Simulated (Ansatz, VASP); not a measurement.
## Si4Cl: VASP beside Ansatz

```
Si Cl
1.0
    -2.90991    2.90991    2.90991
     2.90991   -2.90991    2.90991
     2.90991    2.90991   -2.90991
Si Cl
4 1
Direct
  0.00000 0.00000 0.50000
  0.50000 0.00000 0.00000
  0.00000 0.50000 0.00000
  0.50000 0.50000 0.50000
  0.00000 0.00000 0.00000
```

Change from the starting cell: species swapped into the Hg4Pt type (Im-3m, No. 229).

Alike in both runs: task relaxation of cell and atoms; functional PBE; k mesh 10 × 10 × 10; occupations gaussian, width 0.1 eV; no spin polarisation.

```csv
,VASP,Ansatz
version,VASP 6.6.1,Ansatz 0.2.0
potentials or method,"VASP PAW PBE potentials, release 64 (Si, Cl)","scalar-relativistic, plane waves, PAW"
plane-wave cutoff (eV),600,420
valence electrons in the cell,23,23
```

Ansatz gave:

```
gap on the k mesh at the Fermi level, each at its own relaxed structure (eV) : none
relaxed volume (Å³/atom)                                                     : 19.79
relaxed cell length with the largest relative difference (Å)                 : 5.047
```

Task: What did VASP give for the same quantities?

Result: gap on the k mesh at the Fermi level, each at its own relaxed structure (eV): none; relaxed volume (Å³/atom): 19.82; relaxed cell length with the largest relative difference (Å): 5.049.

A gap of «none» marks a metal or a gap that the smearing closes.

Caveats: an odd number of electrons without spin polarisation forces a metal; a magnetic or distorted state may lie lower.
